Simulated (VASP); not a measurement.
## Pb(111) in VASP

How does Pb(111) behave as a surface?

Main program and level: VASP 6.6.1; PBE; plane waves and PAW (Pb).

### 1. Set-up

The cell holds 7 atoms: 7 Pb. Its edges and angles: a = 3.500 Å, b = 3.500 Å, c = 35.147 Å, α = 90.0°, β = 90.0°, γ = 60.0°. Vacuum lies along c.

### 2. Potential and states of the slab

A static run writes the electrostatic potential without exchange and correlation (LVHAR), which is flat in the vacuum and gives the level to count from. The dipole correction cancels the field that unlike faces would set up across the vacuum.

INCAR

```
SYSTEM = Pb
PREC = Normal
ENCUT = 300
EDIFF = 1E-06
NELM = 120
ISMEAR = -1
SIGMA = 0.1
LREAL = .FALSE.
ALGO = Fast
GGA = PE
NBANDS = 32
LORBIT = 11
LWAVE = .FALSE.
LCHARG = .TRUE.
LASPH = .TRUE.
IDIPOL = 3
LDIPOL = .TRUE.
DIPOL = 0.5 0.5 0.5
LVHAR = .TRUE.
LVACPOTAV = .TRUE.
LELF = .TRUE.
NEDOS = 1500
```

POSCAR

```
Pb
1.0
    3.5001785669      0.0000000000      0.0000000000
    1.7500892834      3.0312435567      0.0000000000
    0.0000000000      0.0000000000     35.1473029949
Pb
7
Direct
    0.0000000000      0.0000000000      0.2560651667
    0.3333333333      0.3333333333      0.3373767778
    0.6666666667      0.6666666667      0.4186883889
    0.0000000000      0.0000000000      0.5000000000
    0.3333333333      0.3333333333      0.5813116111
    0.6666666667      0.6666666667      0.6626232222
    0.0000000000      0.0000000000      0.7439348333
```

KPOINTS

```
Automatic mesh
0
Gamma
15 15 1
0 0 0
```

KPOINTS_OPT

```
Line mode
14
Line-mode
Reciprocal
  0.00000000   0.00000000   0.00000000 GAMMA
  0.00000000  -0.50000000   0.00000000 M

  0.00000000  -0.50000000   0.00000000 M
  0.33333333  -0.33333333   0.00000000 K

  0.33333333  -0.33333333   0.00000000 K
  0.00000000   0.00000000   0.00000000 GAMMA
```

The projector-augmented-wave data sets are Pb (PBE family, release 64).

Command:

```
$ mpirun -np 2 vasp_std
```

What it wrote:

```text
[banner, memory and clock lines left out]
running    2 mpi-ranks, on    1 nodes
 distrk:  each k-point on    2 cores,    1 groups
 distr:  one band on    1 cores,    2 groups

 POSCAR found type information on POSCAR Pb
 POSCAR found :  1 types and       7 ions
 LDA part: xc-table for (Slater+PW92), standard interpolation
 POSCAR, INCAR and KPOINTS ok, starting setup
 FFT: planning ... GRIDC
 FFT: planning ... GRID_SOFT
 FFT: planning ... GRID
 WAVECAR not read
 entering main loop
       N       E                     dE             d eps       ncg     rms          rms(c)
DAV:   1     0.104327699111E+03    0.10433E+03   -0.58182E+03  1728   0.405E+02
DAV:   2    -0.123688204293E+02   -0.11670E+03   -0.10943E+03  2368   0.886E+01
DAV:   3    -0.243090957682E+02   -0.11940E+02   -0.11743E+02  2200   0.315E+01
DAV:   4    -0.247929175156E+02   -0.48382E+00   -0.48358E+00  2320   0.643E+00
DAV:   5    -0.248031990471E+02   -0.10282E-01   -0.10281E-01  2256   0.107E+00    0.123E+01
RMM:   6    -0.248557725240E+02   -0.52573E-01   -0.42013E-02  2019   0.520E-01    0.733E+00
RMM:   7    -0.296583884144E+02   -0.48026E+01   -0.36927E-01  2563   0.110E+00    0.852E+00
RMM:   8    -0.246525730066E+02    0.50058E+01   -0.15738E-01  2421   0.828E-01    0.908E-01
RMM:   9    -0.246402767430E+02    0.12296E-01   -0.14562E-02  2263   0.346E-01    0.552E-01
RMM:  10    -0.246382601875E+02    0.20166E-02   -0.20229E-03  2254   0.139E-01    0.323E-01
RMM:  11    -0.246366066544E+02    0.16535E-02   -0.89550E-04  2180   0.822E-02    0.618E-02
RMM:  12    -0.246367149326E+02   -0.10828E-03   -0.13593E-04  2196   0.347E-02    0.381E-02
RMM:  13    -0.246366613365E+02    0.53596E-04   -0.23057E-04  2177   0.334E-02    0.244E-02
RMM:  14    -0.246367540680E+02   -0.92731E-04   -0.25620E-05  2189   0.134E-02    0.125E-02
RMM:  15    -0.246369126420E+02   -0.15857E-03   -0.18751E-05  2198   0.103E-02    0.627E-03
RMM:  16    -0.246369760769E+02   -0.63435E-04   -0.56795E-06  2059   0.580E-03    0.345E-03
RMM:  17    -0.246370237149E+02   -0.47638E-04   -0.62585E-06  2020   0.434E-03    0.180E-03
RMM:  18    -0.246370301642E+02   -0.64494E-05   -0.73289E-07  1791   0.168E-03    0.902E-04
RMM:  19    -0.246370401722E+02   -0.10008E-04   -0.70588E-07  1755   0.123E-03    0.132E-03
RMM:  20    -0.246370458514E+02   -0.56792E-05   -0.39484E-07  1601   0.977E-04    0.302E-04
RMM:  21    -0.246370537798E+02   -0.79284E-05   -0.14380E-07  1424   0.767E-04    0.186E-04
RMM:  22    -0.246370573462E+02   -0.35664E-05   -0.12603E-07  1415   0.730E-04    0.222E-04
RMM:  23    -0.246370580726E+02   -0.72639E-06   -0.20282E-08  1201   0.576E-04
|                                                                             |
|           W    W    AA    RRRRR   N    N  II  N    N   GGGG   !!!           |
|           W    W   A  A   R    R  NN   N  II  NN   N  G    G  !!!           |
|           W    W  A    A  R    R  N N  N  II  N N  N  G       !!!           |
|           W WW W  AAAAAA  RRRRR   N  N N  II  N  N N  G  GGG   !            |
|           WW  WW  A    A  R   R   N   NN  II  N   NN  G    G                |
|           W    W  A    A  R    R  N    N  II  N    N   GGGG   !!!           |
|                                                                             |
|     Did not find any points to average over, which means that no vacuum     |
|     field-free region was found. Please increase the size of  your cell     |
|     in the dimension of the dipole correction to obtain accurate            |
|     workfunction values.                                                    |
|                                                                             |

   1 F= -.24637058E+02 E0= -.24570615E+02  d E =-.132886E+00
 Start KPOINTS_OPT (optional k-point list driver)
k-point batch [1-27\42]
       N       E                     dE             ncg
DAV:   1     0.539844178076E+03   -0.13751E+05     1728
DAV:   2    -0.253260669938E+04   -0.30725E+04     2400
DAV:   3    -0.285294383091E+04   -0.32034E+03     2192
DAV:   4    -0.286428040580E+04   -0.11337E+02     2304
DAV:   5    -0.286455637114E+04   -0.27597E+00     2240
DAV:   6    -0.286456567590E+04   -0.93048E-02     2312
DAV:   7    -0.286456603643E+04   -0.36053E-03     2280
DAV:   8    -0.286456605142E+04   -0.14995E-04     2024
DAV:   9    -0.286456605205E+04   -0.62318E-06     1512
k-point batch [28-42\42]
       N       E                     dE             ncg
DAV:   1     0.946710912785E+04   -0.59507E+04      968
DAV:   2     0.786177609197E+04   -0.16053E+04     1320
DAV:   3     0.768187587026E+04   -0.17990E+03     1208
DAV:   4     0.767519675998E+04   -0.66791E+01     1240
DAV:   5     0.767507653588E+04   -0.12022E+00     1272
DAV:   6     0.767507243952E+04   -0.40964E-02     1296
DAV:   7     0.767507232996E+04   -0.10955E-03     1264
DAV:   8     0.767507232561E+04   -0.43537E-05     1032
DAV:   9     0.767507232542E+04   -0.18977E-06      792
```

Wall time 1.8 min (2 MPI ranks of Intel Xeon Platinum 8375C at 2.90GHz (Ice Lake), shared host); peak memory 0.46 GiB.

Lines that name or quote the potential files are left out of all logs, and their timing lines are given in words.

OUTCAR, selected parts (step 2):

```text
ion  position               nearest neighbor table
   1  0.000  0.000  0.256-   2 3.50   2 3.50   2 3.50
   2  0.333  0.333  0.337-   1 3.50   3 3.50   3 3.50   1 3.50   1 3.50   3 3.50
   3  0.667  0.667  0.419-   4 3.50   2 3.50   2 3.50   4 3.50   4 3.50   2 3.50
   4  0.000  0.000  0.500-   3 3.50   5 3.50   3 3.50   5 3.50   3 3.50   5 3.50
   5  0.333  0.333  0.581-   4 3.50   6 3.50   6 3.50   4 3.50   4 3.50   6 3.50
   6  0.667  0.667  0.663-   7 3.50   5 3.50   5 3.50   7 3.50   7 3.50   5 3.50
   7  0.000  0.000  0.744-   6 3.50   6 3.50   6 3.50

  LATTYP: Found a hexagonal cell.
 ALAT       =     3.5001785669
 C/A-ratio  =    10.0415742579

 Subroutine GETGRP returns: Found 12 space group operations
 (whereof 12 operations were pure point group operations)

The static configuration has the point symmetry D_3d.

 Found     27 irreducible k-points:

   k-points           NKPTS =     27   k-points in BZ     NKDIM =     27   number of bands    NBANDS=     32

   dimension x,y,z NGX =    16 NGY =   16 NGZ =  150
   dimension x,y,z NGXF=    32 NGYF=   32 NGZF=  300

   ENCUT  =  300.0 eV  22.05 Ry    4.70 a.u.   4.94  4.94 49.64*2*pi/ulx,y,z

   NELECT =      28.0000    total number of electrons

 k-points in reciprocal lattice and weights: Automatic mesh
   0.00000000  0.00000000  0.00000000       0.004
   0.06666667  0.00000000  0.00000000       0.027
   0.13333333  0.00000000  0.00000000       0.027
   0.20000000  0.00000000  0.00000000       0.027
   0.26666667  0.00000000  0.00000000       0.027
   0.33333333  0.00000000  0.00000000       0.027
   0.40000000 -0.00000000  0.00000000       0.027
   0.46666667  0.00000000  0.00000000       0.027
   0.13333333  0.06666667  0.00000000       0.027
[...]
-0.40000000  0.26666667  0.00000000       0.053
  -0.33333333  0.33333333  0.00000000       0.009

 dipolmoment           0.000000      0.000000     -0.000000 electrons x Angstroem

 average (electrostatic) potential at core
       1 -46.4751       2 -46.3945       3 -46.4664       4 -46.4162       5 -46.4664
       6 -46.3945       7 -46.4751

 E-fermi :   1.2802

 k-point     1 :       0.0000    0.0000    0.0000
  band No.  band energies     occupation
    ...
      7      -7.1691      2.00000
      8      -2.6020      2.00000
      9      -1.6305      2.00000
     10      -0.2849      2.00000
     11       1.2744      1.02931
     12       2.9137      0.00000
     13       4.2113      0.00000
     14       4.8414      0.00000
     15       5.0760      0.00000
     16       6.0303      0.00000
    ...

 k-point     2 :       0.0667    0.0000    0.0000
  band No.  band energies     occupation
    ...
      7      -7.1053      2.00000
      8      -2.5168      2.00000
      9      -1.5523      2.00000
     10      -0.2165      2.00000
     11       1.3302      0.75526
     12       2.9561      0.00000
     13       4.2608      0.00000
     14       4.8984      0.00000
     15       5.1285      0.00000
     16       5.9720      0.00000
    ...

 k-point     3 :       0.1333    0.0000    0.0000
  band No.  band energies     occupation
    ...
      6      -7.4992      2.00000
      7      -6.9166      2.00000
      8      -2.2642      2.00000
      9      -1.3223      2.00000
     10      -0.0210      2.00000
     11       1.4748      0.24995
     12       3.0205      0.00000
     13       4.2569      0.00000
     14       4.2743      0.00000
     15       4.5777      0.00000
    ...

  Total        1.8253378      1.8253378      0.9591444     -0.0000000      0.0000000     -0.0000000
  in kB        7.8424325      7.8424325      4.1208947     -0.0000000      0.0000000     -0.0000000
  external PRESSURE =       6.6019199 kB  Pullay stress =       0.0000000 kB

  energy-cutoff  :      300.00
  volume of cell :      372.91
      direct lattice vectors                 reciprocal lattice vectors
     3.500178567  0.000000000  0.000000000     0.285699710 -0.164948804  0.000000000
     1.750089283  3.031243557  0.000000000     0.000000000  0.329897608  0.000000000
     0.000000000  0.000000000 35.147302995     0.000000000  0.000000000  0.028451685

 POSITION                                       TOTAL-FORCE (eV/Angst)
 -----------------------------------------------------------------------------------
      0.00000      0.00000      9.00000         0.000000     -0.000000      0.111091
      1.75009      1.01041     11.85788         0.000000      0.000000     -0.258649
      3.50018      2.02083     14.71577         0.000000      0.000000      0.015545
      0.00000      0.00000     17.57365         0.000000      0.000000      0.000000
      1.75009      1.01041     20.43154        -0.000000     -0.000000     -0.015545
      3.50018      2.02083     23.28942        -0.000000     -0.000000      0.258649
      0.00000      0.00000     26.14730        -0.000000      0.000000     -0.111091
 -----------------------------------------------------------------------------------
    total drift:                               -0.000000      0.000000      0.000000

  FREE ENERGIE OF THE ION-ELECTRON SYSTEM (eV)
  ---------------------------------------------------
  free  energy   TOTEN  =       -24.6370580726 eV

  energy  without entropy=      -24.5041725573  energy(sigma->0) =      -24.57061531

 vacuum level on the upper side and lower side of the slab         4.946         4.946

 total charge
# of ion       s       p       d       tot
------------------------------------------
    1        1.730   1.272   0.054   3.055
    2        1.738   1.335   0.074   3.146
    3        1.741   1.320   0.075   3.136
    4        1.733   1.340   0.074   3.147
    5        1.741   1.320   0.075   3.136
    6        1.738   1.335   0.074   3.146
    7        1.730   1.272   0.054   3.055
--------------------------------------------------
tot         12.150   9.195   0.478  21.823

[... 3 further parts left out ...]
```

The data set Pb keeps the semicore shell frozen, which is cheaper and a little less accurate.

Numbers from this step:

- electronic cycles: 23
- electrons: 28
- free energy (TOTEN): -24.64 eV
- energy at zero smearing: -24.57 eV
- Fermi energy: 1.280 eV
- labelled metallic, from the levels on this mesh: yes
- DOS at the Fermi level: 4.114 states/eV/cell
- dipole moment: 0, 0, 0 e·Å
- vacuum levels: 4.946, 4.946 eV
- work functions of the upper and lower face: 3.666, 3.666 eV

The electronic bands at the labelled points (eV, zero at the Fermi level; # counts the bands kept):

```
          point    #11    #12    #13    #14    #15    #16    #17    #18
              Γ  -0.01   1.63   2.93   3.56   3.80   4.76   5.07   5.63
0.46 of the way  -0.04   0.51   0.74   1.12   1.40   2.11   2.26   2.78
              M  -3.05  -2.65  -2.45  -2.23   0.55   0.80   1.18   1.62
0.46 of the way  -2.72  -2.35  -2.18  -1.99   0.16   0.21   0.28   0.63
              K  -2.15  -2.15  -2.10  -1.55  -1.55  -1.21  -0.83  -0.83
0.46 of the way  -0.76  -0.44  -0.21  -0.03   0.35   0.60   0.74   1.67
              Γ  -0.01   1.63   2.93   3.56   3.80   4.76   5.07   5.63
```

The density of states has structure finer than the step of the table below, so its rows give means over 1 eV, whole bins alone (the curve runs from -12.0 to 7.90 eV). Peaks (eV: height): total 2.4: 6.41, 3.2: 6.26, 4.1: 5.83, 5.7: 6.17; Pb s -7.0: 4.14; Pb p -2.4: 3.51, 2.4: 3.88, 3.2: 3.68, 4.1: 3.20; Pb d 2.4: 0.478, 3.2: 0.506, 6.1: 0.751, 6.8: 0.775.

Means over bins of 0.070 eV. Density of states against energy, zero at the Fermi level; means over each step; values in states/eV/cell:

```
energy (eV)    total    Pb s    Pb p     Pb d
        -11     1.04   0.807  0.0387   2.6e-4
        -10     1.88    1.42   0.118  0.00486
         -9     2.75    2.11   0.189   0.0159
         -8     4.30    3.50   0.207   0.0383
         -7     3.78    3.30  0.0873   0.0270
         -6   0.0758  0.0684  5.2e-4   3.5e-4
         -5  0.00125       0  7.5e-4        0
         -4    0.626  0.0113   0.402  0.00538
         -3     2.98  0.0992    1.88   0.0537
         -2     4.96   0.308    3.05    0.118
         -1     3.54   0.279    2.09    0.119
          0     3.73   0.226    2.19    0.195
          1     4.45   0.183    2.59    0.316
          2     5.59   0.165    3.32    0.400
          3     5.31   0.119    3.12    0.412
          4     5.22  0.0966    2.77    0.387
          5     5.26  0.0822    2.49    0.357
          6     5.24  0.0915    1.69    0.658
          7     2.81  0.0648   0.806    0.522
```

The planar average of the electrostatic potential oscillates, so the rows of the table below give means over windows of 2.81 Å about each position, cut where the curve ends. Its maxima inside the range that stand out by 2 % of the span (Å: eV): 10.4: 1.39, 13.2: 1.24, 16.2: 1.29, 19.0: 1.29, 21.9: 1.24, 24.7: 1.39. Its minima: 9.0: -10.6, 11.8: -10.6, 14.8: -10.6, 17.6: -10.6, 20.4: -10.6, 23.3: -10.6, 26.1: -10.6.

Zero at the Fermi level. Planar average of the electrostatic potential against height; means over each step:

height (Å), planar average of the electrostatic potential (eV) and a bar from the least value:
```
     1.41        3.7 ##############################
     4.21        3.7 ##############################
     7.02        1.8 ########################
     9.83       -4.9 
    12.64       -5.0 
    15.45       -5.0 
    18.27       -5.0 
    21.07       -5.0 
    23.88       -5.0 
    26.69       -4.3 ##
    29.50        3.6 ##############################
    32.31        3.7 ##############################
```

Density of states in the PAW spheres, an atom over height of the layer and energy from the Fermi level.

Ten even steps from '_' (0.000 states/eV) to '@' (0.661 states/eV), each cell a mean:
```
**==**++**==**
**++++++++++**
++==++++++==++
**====++====**
++++======++++
****++++++****
##%%##**##%%##
**%%%%%%%%%%**
==**********==
::--======--::
..::::::::::..
__..........__
______________
______________
______________
______________
______________
______________
--==========--
@@@@##%%##@@@@
@@####%%####@@
@@%%%%%%%%%%@@
```
Columns: height of the layer (Å) from 9 to 26.1; rows upwards: energy from the Fermi level (eV) from -7.9 to 0.5.

Force by atom:

```
atom  x (eV/Å)  y (eV/Å)  z (eV/Å)   size
 Pb1     0.000     0.000     0.111  0.111
 Pb2     0.000     0.000    -0.259  0.259
 Pb3     0.000     0.000     0.016  0.016
 Pb4     0.000     0.000     0.000  0.000
 Pb5     0.000     0.000    -0.016  0.016
 Pb6     0.000     0.000     0.259  0.259
 Pb7     0.000     0.000    -0.111  0.111
```

ELF in the ca plane at fractional y = 0.000, with atoms of Pb within 0.2 Å of it. It is the smooth field of the valence electrons, not physical close to the nuclei.

Ten even steps from '0' (0.00) to '9' (0.95), each cell a mean:
```
22248999998422222111112223358999999741000000
43236899986323444211234443347899998531000000
65324678764235676422357764334678875310000000
86422344432247888633478875322344432100000000
87422233322247888633578886322233322100000000
76323566643236787532467775323567654210000000
54235899975334555321245554346899987421000000
32247999997322333211123333358999998641000000
22258999998422222111112223368999999742000000
```
Columns run along c (16.0 Å, from fractional 0.43 to 0.89 of the cell), rows up along a (3.5 Å). Atoms in or near the plane, at fractional coordinates: Pb at (0.50, 0.00), Pb at (0.74, 0.00).

Valence density in the ca plane at fractional y = 0.000, with atoms of Pb within 0.2 Å of it. It is the smooth field of the valence electrons, not physical close to the nuclei.

Values in e/Å³, 5 rows by 16 columns, each cell a mean:
```
0.10 0.17 0.17 0.20 0.10 0.10 0.07 0.07 0.10 0.10 0.19 0.18 0.14 0.01 0.00 0.00
0.15 0.11 0.18 0.14 0.11 0.18 0.12 0.12 0.18 0.11 0.14 0.18 0.07 0.01 0.00 0.00
0.17 0.08 0.12 0.09 0.12 0.21 0.15 0.15 0.21 0.12 0.09 0.12 0.05 0.01 0.00 0.00
0.13 0.13 0.21 0.17 0.11 0.16 0.10 0.10 0.16 0.11 0.16 0.21 0.09 0.01 0.00 0.00
0.09 0.17 0.14 0.20 0.10 0.09 0.06 0.06 0.09 0.10 0.19 0.15 0.15 0.01 0.00 0.00
```
Columns run along c (16.0 Å, from fractional 0.43 to 0.89 of the cell), rows up along a (3.5 Å). Atoms in or near the plane, at fractional coordinates: Pb at (0.50, 0.00), Pb at (0.74, 0.00).

Electrostatic potential energy in the ca plane at fractional y = 0.000, with atoms of Pb within 0.2 Å of it. With pseudopotentials it is smooth inside the atoms' cores, unlike the true potential.

Values in eV, 5 rows by 16 columns, each cell a mean:
```
  3  -7 -28 -18   3   2   3   3   2   3 -19 -28  -6   4   5   5
 -2   1  -9  -3   1  -7   0   0  -7   1  -3  -9   2   5   5   5
 -7   3   2   3   0 -15  -2  -2 -14   0   3   2   4   5   5   5
  0  -1 -16  -7   2  -4   2   2  -3   2  -7 -16   0   5   5   5
  3  -8 -30 -20   3   3   4   4   3   3 -21 -30  -8   4   5   5
```
Columns run along c (16.0 Å, from fractional 0.43 to 0.89 of the cell; values clipped at the 3rd and 97th percentile), rows up along a (3.5 Å). Atoms in or near the plane, at fractional coordinates: Pb at (0.50, 0.00), Pb at (0.74, 0.00).

Only the dipole across the slab is computed (IDIPOL = 3); zeros along the plane are no results.

The density of states holds every band computed, so its fall toward the upper end of the range is no gap.

The map of layer states is cut here 0.5 eV above the Fermi level, so it leaves out the states above that.

The vacuum level lies 3.67 eV above the Fermi level at the upper face; both faces agree, as the slab has next to no dipole.

The program found no field-free point at its default tolerance, but its printed level agrees with the flat part of the planar average.

On this mesh the fine structure of the density of states is sampling noise, and high empty states may be cut by the number of bands.

### 3. Putting the energies together

This step: slab, PBE; plane waves and PAW (VASP 6.6.1).

This step runs nothing: it gathers the runs above.

### 4. What came out

| Property | Result |
| --- | --- |
| work function of the slab | 3.67 eV |

**Reading.** The work function is 3.67 eV at both faces. Spin-orbit coupling is left out, which matters for the heavy elements here. No atom was relaxed. The cell in the plane was kept as given and was not relaxed here.

[Lines on the potential files, build, host, timing and source positions are cut from VASP's logs without a mark.]

[Logs are printed without paths, hosts, clocks, repeated set-up lines and the standing remarks that a program may print on its own settings, such as how far it seeks lower states.]

[Hosts, paths, dates, database ids (printed as entryN), source tags and the programs' standing remarks are cut or masked in the printed files.]

[In band tables of VASP the shares of atoms and orbitals are scaled to a sum of 1 inside the atoms' spheres.]

[Runs that stopped without an error message from VASP are left out.]
